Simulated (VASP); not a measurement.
The system is Ta2SiO3.

```
Ta Si O
1.0
     4.11849    0.00000    0.00000
     0.00000    4.11849    0.00000
     0.00000    0.00000    4.81460
Ta Si O
2 1 3
Direct
  0.50000 0.50000 0.00000
  0.00000 0.00000 0.00000
  0.50000 0.50000 0.50000
  0.00000 0.50000 0.50000
  0.50000 0.00000 0.50000
  0.00000 0.00000 0.50000
```

The cell was built by a generator and needn't be a form met in nature.

* Program: VASP 6.6.1
* Task: relaxation of cell and atoms
* Functional: PBE
* Potentials or basis: VASP PAW PBE potentials, release 64 (Ta_pv, Si, O)
* Cutoff: 520 eV
* k mesh: 4 × 4 × 3
* Occupations: gaussian, width 0.15 eV
* Spin: no spin polarisation

At the start: pressure -3.8 GPa; volume 13.61 Å³/atom.

**Question.** How do energy, volume and symmetry change on relaxing?

**Answer.** Over 5 steps the energy falls by 68.0 meV/atom and the volume is 13.08 Å³/atom (-3.9 %); space group P4/mmm (No. 123, to 0.05 Å).

Step by step:
```
step  energy change (eV)  largest force (eV/Å)  pressure (GPa)  volume (Å³)
   1              0.0000                0.0000           -3.79        81.67
   2             -0.2328                0.0000            1.40        77.85
   3             -0.2760                0.0000            4.89        75.87
   4             -0.4022                0.0000            0.62        77.89
   5             -0.4078                0.0000           -0.18        78.50
```

Final structure:
```yaml
crystal:
  lattice:
    - [3.85735, 0.00000, 0.00000]
    - [0.00000, 3.85735, 0.00000]
    - [0.00000, 0.00000, 5.27589]
  atoms:
    - { symbol: Ta, position: [0.50000, 0.50000, 0.00000] }
    - { symbol: Ta, position: [0.00000, 0.00000, 0.00000] }
    - { symbol: Si, position: [0.50000, 0.50000, 0.50000] }
    - { symbol: O, position: [0.00000, 0.50000, 0.50000] }
    - { symbol: O, position: [0.50000, 0.00000, 0.50000] }
    - { symbol: O, position: [0.00000, 0.00000, 0.50000] }
```

Caveat: the k mesh is coarse (spacing up to 0.44 Å⁻¹), so the values aren't converged.
